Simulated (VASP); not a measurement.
Here is the system:

```xyz
1
Lattice="0.0000 2.4750 2.4750 2.4750 0.0000 2.4750 2.4750 2.4750 0.0000" Properties=species:S:1:pos:R:3 pbc="T T T"
Pb     0.0000     0.0000     0.0000
```

These are PW91 GGA, VASP's PBE PAW potentials (set 64) (plane waves; VASP) values and carry that method's errors. Numerical set-up: 520 eV cut-off, 11×11×11 Γ-centred mesh, first-order Methfessel-Paxton smearing of 0.10 eV, potentials Pb_d.

Energy and stress use the plane-wave basis of the starting cell.

The ions, cell shape and volume are relaxed. Predict the relaxed structure.

```xyz
1
Lattice="0.0000 2.5138 2.5138 2.5138 0.0000 2.5138 2.5138 2.5138 0.0000" Properties=species:S:1:pos:R:3 pbc="T T T"
Pb     0.0000     0.0000     0.0000
```
Space group Fm-3m (225), at a tolerance of 0.03 Å.

How do energy and volume change from the first to the last step?

The energy (σ→0) changes by -9.8 meV/atom and the volume by +4.8 %, in 3 ionic steps.

The compound is Pb in the fcc structure. This run relaxes it. Symmetry was kept, so distortions that lower it aren't found.
